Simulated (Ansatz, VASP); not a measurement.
# V2NO2 in two plane-wave programs, part 2 of 2

One calculation is typed for both programs; each brings its own data sets. How far apart do they land? The structure shown is the start of the Ansatz relaxation below; VASP solves that cell, so the two are compared at the walk's first step.

VASP 6.6.1 and Ansatz 0.2.0.

So far: Set-up; Ansatz: relaxation, PBEsol.

**3. VASP: single point, PBEsol, start cell, pair 1**

Level of this step: PBEsol, no spin polarisation; plane waves and PAW (N, V_sv, O) (VASP).

The same cell, functional, mesh and smearing now go to VASP, with its own data sets.

Lines of VASP's logs that name or quote its potential files are left out, and so is its time.

File INCAR:

```
SYSTEM = V2NO2
PREC = Accurate
ENCUT = 520
EDIFF = 1E-06
NELM = 120
ISMEAR = 0
SIGMA = 0.1
LREAL = .FALSE.
ALGO = Normal
GGA = PS
NBANDS = 27
LASPH = .TRUE.
LORBIT = 11
LWAVE = .FALSE.
LCHARG = .FALSE.
ISIF = 2
LDIPOL = .TRUE.
IDIPOL = 3
DIPOL = 0.5 0.5 0.307
LVHAR = .TRUE.
GGA_COMPAT = .FALSE.
NELMDL = -8
KPAR = 2
```

File POSCAR:

```
V2NO2
1.0
    2.8712240000      0.0000000000      0.0000000000
   -1.4356120000      2.4865530000      0.0000000000
    0.0000000000      0.0000000000     32.6000000000
N V O
1 2 2
Direct
    0.0000000000      0.0000000000      0.3067484663
    0.3333333333      0.6666666667      0.3418640491
    0.6666666667      0.3333333333      0.2716328834
    0.6666666667      0.3333333333      0.3723589877
    0.3333333333      0.6666666667      0.2411379448
```

File KPOINTS:

```
Automatic mesh
0
Gamma
15 15 1
0 0 0
```

PAW data sets: N, V_sv and O (PBE family, release 64).

Command:

```console
$ mpirun -np 2 vasp_std
```

Numbers of over 12 decimals in the logs are rounded to 6 here.

The program printed:

```text
[banner, memory and clock lines left out]
running    2 mpi-ranks, on    1 nodes
 distrk:  each k-point on    1 cores,    2 groups
 distr:  one band on    1 cores,    1 groups

 POSCAR found type information on POSCAR N V O
 POSCAR found :  3 types and       5 ions
|                                                                             |
|               ----> ADVICE to this user running VASP <----                  |
|                                                                             |
|     You enforced a specific xc type in the INCAR file but a different       |
|     [... a line on the potential file left out ...]
|     I HOPE YOU KNOW WHAT YOU ARE DOING!                                     |
|                                                                             |

 LDA part: xc-table for (Slater+PW92), standard interpolation
 POSCAR, INCAR and KPOINTS ok, starting setup
 FFT: planning ... GRIDC
 FFT: planning ... GRID_SOFT
 FFT: planning ... GRID
 WAVECAR not read
 entering main loop
       N       E                     dE             d eps       ncg     rms          rms(c)
DAV:   1     0.470019405247E+03    0.47002E+03   -0.24440E+04  1986   0.132E+03
DAV:   2    -0.521420468828E+01   -0.47523E+03   -0.46626E+03  1791   0.401E+02
DAV:   3    -0.588514767114E+02   -0.53637E+02   -0.52957E+02  1687   0.132E+02
DAV:   4    -0.603817967142E+02   -0.15303E+01   -0.15250E+01  1806   0.235E+01
DAV:   5    -0.604110164581E+02   -0.29220E-01   -0.29162E-01  1860   0.282E+00
DAV:   6    -0.604114406590E+02   -0.42420E-03   -0.42404E-03  2059   0.391E-01
DAV:   7    -0.604114498960E+02   -0.92370E-05   -0.92358E-05  1770   0.463E-02
DAV:   8    -0.604114501695E+02   -0.27348E-06   -0.27337E-06  1747   0.846E-03    0.486E+01
DAV:   9    -0.514091323909E+02    0.90023E+01   -0.13365E+02  1546   0.900E+01    0.215E+01
DAV:  10    -0.516478035538E+02   -0.23867E+00   -0.12261E+02  1883   0.825E+01    0.235E+01
DAV:  11    -0.475489474364E+02    0.40989E+01   -0.12131E+01  1657   0.326E+01    0.427E+00
DAV:  12    -0.473814134314E+02    0.16753E+00   -0.24430E+00  1696   0.952E+00    0.147E+00
DAV:  13    -0.473744230876E+02    0.69903E-02   -0.94174E-02  1723   0.243E+00    0.883E-01
DAV:  14    -0.473707928726E+02    0.36302E-02   -0.64812E-02  1639   0.145E+00    0.782E-01
[...]
DAV:  21    -0.473698809219E+02   -0.50787E-04   -0.98788E-05  1740   0.675E-02    0.908E-03
DAV:  22    -0.473699686406E+02   -0.87719E-04   -0.11315E-05  1322   0.233E-02    0.414E-03
DAV:  23    -0.473699992193E+02   -0.30579E-04   -0.16983E-06  1026   0.858E-03    0.162E-03
DAV:  24    -0.473700269689E+02   -0.27750E-04   -0.13820E-06  1017   0.505E-03    0.122E-03
DAV:  25    -0.473700345251E+02   -0.75562E-05   -0.26692E-07   825   0.296E-03    0.102E-03
DAV:  26    -0.473700375520E+02   -0.30269E-05   -0.22811E-07   777   0.236E-03    0.770E-04
DAV:  27    -0.473700398689E+02   -0.23169E-05   -0.14744E-07   811   0.258E-03    0.812E-04
DAV:  28    -0.473700403755E+02   -0.50656E-06   -0.46636E-08   774   0.851E-04
   1 F= -.47370040E+02 E0= -.47360194E+02  d E =-.196920E-01
```

OUTCAR, selected parts (step 3):

```text
ion  position               nearest neighbor table
   1  0.000  0.000  0.307-   2 2.01   2 2.01   3 2.01   3 2.01   2 2.01   3 2.01
   2  0.333  0.667  0.342-   4 1.93   4 1.93   4 1.93   1 2.01   1 2.01   1 2.01   3 2.83   3 2.83
                             3 2.83
   3  0.667  0.333  0.272-   5 1.93   5 1.93   5 1.93   1 2.01   1 2.01   1 2.01   2 2.83   2 2.83
                             2 2.83
   4  0.667  0.333  0.372-   2 1.93   2 1.93   2 1.93
   5  0.333  0.667  0.241-   3 1.93   3 1.93   3 1.93

  LATTYP: Found a hexagonal cell.
 ALAT       =     2.8712240000
 C/A-ratio  =    11.3540427358

 Subroutine GETGRP returns: Found 12 space group operations
 (whereof  6 operations were pure point group operations)

The static configuration has the point symmetry C_3v.
 The point group associated with its full space group is D_3d.

 Found     27 irreducible k-points:

   k-points           NKPTS =     27   k-points in BZ     NKDIM =     27   number of bands    NBANDS=     27

   dimension x,y,z NGX =    24 NGY =   24 NGZ =  250
   dimension x,y,z NGXF=    48 NGYF=   48 NGZF=  500

   ENCUT  =  520.0 eV  38.22 Ry    6.18 a.u.   5.34  5.34 60.61*2*pi/ulx,y,z

   NELECT =      43.0000    total number of electrons

 k-points in reciprocal lattice and weights: Automatic mesh
   0.00000000  0.00000000  0.00000000       0.004
   0.06666667  0.00000000  0.00000000       0.027
   0.13333333  0.00000000  0.00000000       0.027
   0.20000000  0.00000000  0.00000000       0.027
   0.26666667  0.00000000  0.00000000       0.027
   0.33333333  0.00000000  0.00000000       0.027
   0.40000000  0.00000000  0.00000000       0.027
   0.46666667  0.00000000  0.00000000       0.027
   0.06666667  0.06666667  0.00000000       0.027
[...]
0.33333333  0.26666667  0.00000000       0.053
   0.33333333  0.33333333  0.00000000       0.009

 dipolmoment           0.000000      0.000000      0.000003 electrons x Angstroem

 average (electrostatic) potential at core
       1 -73.4677       2 -85.1011       3 -85.1012       4 -79.3966       5 -79.3966

 E-fermi :  -3.3718

 k-point     1 :       0.0000    0.0000    0.0000
  band No.  band energies     occupation
    ...
     19      -5.8475      2.00000
     20      -5.8475      2.00000
     21      -4.5225      2.00000
     22      -4.5225      2.00000
     23      -3.4533      1.75082
     24      -3.2827      0.20737
     25      -3.2827      0.20737
     26      -1.9382      0.00000
     27      -1.2391      0.00000

 k-point     2 :       0.0667    0.0000    0.0000
  band No.  band energies     occupation
    ...
     19      -6.1119      2.00000
     20      -6.0421      2.00000
     21      -4.3540      2.00000
     22      -4.2547      2.00000
     23      -3.5807      1.99686
     24      -3.2658      0.13386
     25      -3.0813      0.00004
     26      -1.9618      0.00000
     27      -1.2697      0.00000

 k-point     3 :       0.1333    0.0000    0.0000
  band No.  band energies     occupation
    ...
     19      -6.5716      2.00000
     20      -5.8812      2.00000
     21      -4.3287      2.00000
     22      -3.8444      2.00000
     23      -3.4432      1.68737
     24      -3.1357      0.00084
     25      -2.8484      0.00000
     26      -2.0154      0.00000
     27      -1.2752      0.00000

  Total        0.2511968      0.2511968      0.1416015      0.0000000      0.0000000      0.0000000
  in kB        1.7291883      1.7291884      0.9747561      0.0000000      0.0000000      0.0000000
  external PRESSURE =       1.4777110 kB  Pullay stress =       0.0000000 kB

  energy-cutoff  :      520.00
  volume of cell :      232.75
      direct lattice vectors                 reciprocal lattice vectors
     2.871224000  0.000000000  0.000000000     0.348283520  0.201081578  0.000000000
    -1.435612000  2.486553000  0.000000000     0.000000000  0.402163155  0.000000000
     0.000000000  0.000000000 32.600000000     0.000000000  0.000000000  0.030674847

 POSITION                                       TOTAL-FORCE (eV/Angst)
 -----------------------------------------------------------------------------------
      0.00000      0.00000     10.00000        -0.000000     -0.000000      0.000000
     -0.00000      1.65770     11.14477        -0.000000     -0.000000      0.005819
      1.43561      0.82885      8.85523        -0.000000     -0.000000     -0.005819
      1.43561      0.82885     12.13890        -0.000000     -0.000000      0.046925
     -0.00000      1.65770      7.86110         0.000000      0.000000     -0.046925
 -----------------------------------------------------------------------------------
    total drift:                               -0.000000     -0.000000      0.000226

  FREE ENERGIE OF THE ION-ELECTRON SYSTEM (eV)
  ---------------------------------------------------
  free  energy   TOTEN  =       -47.3700403755 eV

  energy  without entropy=      -47.3503484023  energy(sigma->0) =      -47.36019439

 vacuum level on the upper side and lower side of the slab         2.958         2.958

 total charge
# of ion       s       p       d       tot
------------------------------------------
    1        1.251   2.544   0.000   3.795
    2        2.275   6.339   3.113  11.727
    3        2.275   6.339   3.113  11.727
    4        1.575   3.418   0.000   4.993
    5        1.575   3.418   0.000   4.993
--------------------------------------------------
tot          8.952  22.059   6.225  37.237

[... 3 further parts left out ...]
```

This run has no spin polarisation, so a moment on V, if there is one, isn't seen. Its electron count is odd, so without a moment it is a metal by construction.

**4. Differences**

Known differences besides the potentials themselves: Ansatz cuts the interaction across the vacuum, VASP repeats the sheet with a dipole correction; the cutoff is 420 eV in Ansatz and 520 eV in VASP; Ansatz makes its cores anew for this functional, VASP keeps those of its PBE data sets. Total energies have different zeros and are not compared.

At this near-relaxed geometry the largest component of a force difference is 41 meV/Å. With vacuum in the cell, a pressure given here is an average over mostly empty space and none of the material.

**5. Ansatz: relaxation, PBEsol**

The two programs are compared at the cell with which this relaxation starts, whose forces are those of its first step. This pair takes another cell of the material, with 10 atoms against 5 for the pair before.

The structure compared here is the start of the Ansatz relaxation; VASP solves that cell, so the two are compared at the walk's first step.

File input.yaml:

```yaml
crystal:
  lattice:
    - [2.8714334083, 0.0, 0.0]
    - [0.0, 4.9734685537, 0.0]
    - [0.0, 0.0, 32.6]
  atoms:
    - { symbol: "N", position: [0.5, 0.5, 0.3067484663] }
    - { symbol: "N", position: [0.0, 0.0, 0.3067484663] }
    - { symbol: V, position: [-0.0487561368, 0.3333333333, 0.3417799602] }
    - { symbol: V, position: [0.5487561368, 0.8333333333, 0.3417799602] }
    - { symbol: V, position: [0.4512438632, 0.1666666667, 0.2717169724] }
    - { symbol: V, position: [0.0487561368, 0.6666666667, 0.2717169724] }
    - { symbol: O, position: [0.4698458767, 0.1666666667, 0.3723333869] }
    - { symbol: O, position: [0.0301541233, 0.6666666667, 0.3723333869] }
    - { symbol: O, position: [-0.0301541233, 0.3333333333, 0.2411635456] }
    - { symbol: O, position: [0.5301541233, 0.8333333333, 0.2411635456] }
  periodic: [true, true, false]
kpoints:
  mp_grid: { grid: [12, 8, 1] }
hamiltonian:
  xc: pbesol
  pseudopotentials: { kind: paw, azcp: { folder: soft_1 }, xc_functional: pbe }
scf:
  occupations: { method: methfessel_paxton, width: 0.2 }
output:
  forces: true
  stress: true
  eigenvalues: true
relax:
  adjacent_minimum: "off"
  f_tol: 0.002
  max_steps: 120
  cell: { stress_2d_tol: 0.005 }
```

Command:

```console
$ ansatz run input.yaml --threads 8 --pin off --max-ram 16384MiB --backend cpu --events-out ev --progress --plain --runs-dir out
```

The program printed:

```text
[...]
Crystal: 10 atoms, lattice volume = 465.560 Å³
Basis set: ecut = 420 eV, 9161 PW (Γ), exchange–correlation on 40×72×450 points (8 copies of the dense FFT grid, shifted against one another)
Bands: 53, of which v1, the nominal top of the filled ones, is band 43 counted from 1 (42 counted from 0)
Symmetry: 4 space group operations
[...]
k-points: 35 of 96
[...]
- { symbol: V, position: [-0.049726, 0.329321, 0.341938] }
    - { symbol: V, position: [0.549726, 0.829321, 0.341938] }
    - { symbol: V, position: [0.450274, 0.170679, 0.271559] }
    - { symbol: V, position: [0.049726, 0.670679, 0.271559] }
    - { symbol: O, position: [0.475956, 0.159268, 0.372249] }
    - { symbol: O, position: [0.024044, 0.659268, 0.372249] }
    - { symbol: O, position: [-0.024044, 0.340732, 0.241247] }
    - { symbol: O, position: [0.524044, 0.840732, 0.241247] }
[key lines of the parts left out:]
SCF converged after 7 iterations
Free energy (F): -14549.622668 eV
Fermi energy:    -6.247499 eV
P = ½ c Tr σ = -0.0011 N/m
```

**6. VASP: single point, PBEsol, start cell, pair 2**

The same cell, functional, mesh and smearing now go to VASP, with its own data sets.

INCAR, as its differences from that of step 3:

```diff
@@ -5,4 +5,4 @@
 NELM = 120
-ISMEAR = 0
-SIGMA = 0.1
+ISMEAR = 1
+SIGMA = 0.2
 LREAL = .FALSE.
@@ -10,3 +10,3 @@
 GGA = PS
-NBANDS = 27
+NBANDS = 53
 LASPH = .TRUE.
```

File POSCAR:

```
V2NO2
1.0
    2.8714330000      0.0000000000      0.0000000000
    0.0000000000      4.9734690000      0.0000000000
    0.0000000000      0.0000000000     32.6000000000
N V O
2 4 4
Direct
    0.5000001741      0.4999998995      0.3067484663
    0.0000000000      0.0000000000      0.3067484663
    0.9512438563      0.3333333333      0.3417799693
    0.5487563178      0.8333332328      0.3417799693
    0.4512440304      0.1666665661      0.2717169632
    0.0487561437      0.6666666667      0.2717169632
    0.4698458923      0.1666665661      0.3723333742
    0.0301542819      0.6666666667      0.3723333742
    0.9698457181      0.3333333333      0.2411635583
    0.5301541077      0.8333332328      0.2411635583
```

File KPOINTS:

```
Automatic mesh
0
Gamma
12 8 1
0 0 0
```

Command:

```console
$ mpirun -np 2 vasp_std
```

The program printed:

```text
[banner, memory and clock lines left out]
running    2 mpi-ranks, on    1 nodes
[...]
[... a notice as in an earlier step ...]

 LDA part: xc-table for (Slater+PW92), standard interpolation
 POSCAR, INCAR and KPOINTS ok, starting setup
[...]
entering main loop
       N       E                     dE             d eps       ncg     rms          rms(c)
DAV:   1     0.100426740563E+04    0.10043E+04   -0.48344E+04  4870   0.137E+03
DAV:   2     0.116273986078E+02   -0.99264E+03   -0.96776E+03  4508   0.417E+02
DAV:   3    -0.115993099812E+03   -0.12762E+03   -0.12634E+03  4431   0.145E+02
DAV:   4    -0.120388792358E+03   -0.43957E+01   -0.43691E+01  4660   0.277E+01
[...]
DAV:  28    -0.947926305544E+02   -0.26331E-05   -0.12890E-07  2182   0.117E-03    0.760E-04
DAV:  29    -0.947926324095E+02   -0.18551E-05   -0.78325E-08  2125   0.927E-04    0.132E-04
DAV:  30    -0.947926328765E+02   -0.46697E-06   -0.29039E-08  2120   0.416E-04
   1 F= -.94792633E+02 E0= -.94798656E+02  d E =0.180682E-01
```

OUTCAR, selected parts (step 6):

```text
  Total        2.1373399     -0.2274408      0.5013400      0.0000000     -2.0256245      0.0000000
  in kB        7.3554370     -0.7827143      1.7253103      0.0000000     -6.9709797      0.0000000
  external PRESSURE =       2.7660110 kB  Pullay stress =       0.0000000 kB

 POSITION                                       TOTAL-FORCE (eV/Angst)
 -----------------------------------------------------------------------------------
      1.43572      2.48673     10.00000         0.000000      0.000000      0.000000
      0.00000      0.00000     10.00000         0.000000      0.000000      0.000000
      2.73143      1.65782     11.14203         0.068703     -0.003327      0.250035
      1.57572      4.14456     11.14203        -0.068703     -0.003327      0.250035
      1.29572      0.82891      8.85797         0.068703      0.003327     -0.250035
      0.14000      3.31565      8.85797        -0.068703      0.003327     -0.250035
      1.34913      0.82891     12.13807         0.214913     -0.234942     -0.057310
      0.08659      3.31565     12.13807        -0.214913     -0.234942     -0.057310
      2.78485      1.65782      7.86193         0.214913      0.234942      0.057310
      1.52230      4.14456      7.86193        -0.214913      0.234942      0.057310
 -----------------------------------------------------------------------------------
    total drift:                                0.001615      0.002892      0.000426

  FREE ENERGIE OF THE ION-ELECTRON SYSTEM (eV)
  ---------------------------------------------------
  free  energy   TOTEN  =       -94.7926328765 eV

  energy  without entropy=      -94.8107010556  energy(sigma->0) =      -94.79865560

[... 3 further parts left out ...]
[key lines of the parts left out:]
E-fermi :  -3.3781
```

This run has no spin polarisation, so a moment on V, if there is one, isn't seen.

**7. Side by side**

Forces (eV/Å; atoms numbered as in POSCAR):

| atom | Ansatz x, y, z | VASP x, y, z |
| --- | --- | --- |
| N1 | 0.000, 0.000, 0.000 | 0.000, 0.000, 0.000 |
| N2 | 0.000, 0.000, 0.000 | 0.000, 0.000, 0.000 |
| V3 | 0.049, -0.005, 0.237 | 0.069, -0.003, 0.250 |
| V4 | -0.049, -0.005, 0.237 | -0.069, -0.003, 0.250 |
| V5 | 0.049, 0.005, -0.237 | 0.069, 0.003, -0.250 |
| V6 | -0.049, 0.005, -0.237 | -0.069, 0.003, -0.250 |
| O7 | 0.230, -0.233, -0.102 | 0.215, -0.235, -0.057 |
| O8 | -0.230, -0.233, -0.102 | -0.215, -0.235, -0.057 |
| O9 | 0.230, 0.233, 0.102 | 0.215, 0.235, 0.057 |
| O10 | -0.230, 0.233, 0.102 | -0.215, 0.235, 0.057 |

The forces differ by 19 meV/Å r.m.s., which is 12.7 % of the r.m.s. force of 0.151 eV/Å (both taken over all components). With vacuum in the cell, a pressure given here is an average over mostly empty space and none of the material.

**8. What came out**

```yaml
r_m_s_force_difference_single_point_pbesol_start_cell_pair_1: 16 meV/Å
r_m_s_force_difference_single_point_pbesol_start_cell_pair_2: 19 meV/Å
```

In words: The r.m.s. force difference is 19 meV/Å (single point, PBEsol, start cell, pair 2), beyond the 12 meV/Å picked in this series as the mark of a large difference. What causes the difference of the single point, PBEsol, start cell, pair 1 pair stays open here. What causes the difference of the single point, PBEsol, start cell, pair 2 pair stays open here. 2 further runs of this series are not shown here. Such differences can come from data sets, numerical settings and the points named under the comparisons, not from the functional's error against experiment.

[Lines on the potential files, build, host, timing and source positions are cut from VASP's logs without a mark.]

[Logs are printed without paths, hosts, clocks, repeated set-up lines and the standing remarks that a program may print on its own settings, such as how far it seeks lower states.]

[Hosts, paths, dates, database ids (printed as entryN), source tags and the programs' standing remarks are cut or masked in the printed files.]
